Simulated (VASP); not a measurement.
Input:

```
LiF
1.0
    0.00000     2.00204     2.00204
    2.00204     0.00000     2.00204
    2.00204     2.00204     0.00000
Li F
1 1
Direct
  0.00000   0.00000   0.00000
  0.50000   0.50000   0.50000
```

All values below come from PBEsol GGA, VASP's PBE PAW potentials (set 64) (plane waves; VASP 6.6.1). Settings: 620 eV cut-off, 11×11×11 Γ-centred mesh, Gaussian smearing of 0.050 eV, potentials Li_sv F.

Problem. What does the run give for the energy per atom (σ→0), band gap (on the k-mesh) with the smallest direct gap where there is one?

Solution. 
| Quantity | Value |
|---|---|
| band gap (on the k-mesh) | 9.08 eV |
| smallest direct gap (on the k-mesh) | 9.08 eV |
| energy per atom (σ→0) | -4.928 eV/atom |

The absolute energy has meaning only against runs of the same code, potentials and settings.

The compound is LiF in the rock salt structure. It was relaxed first.
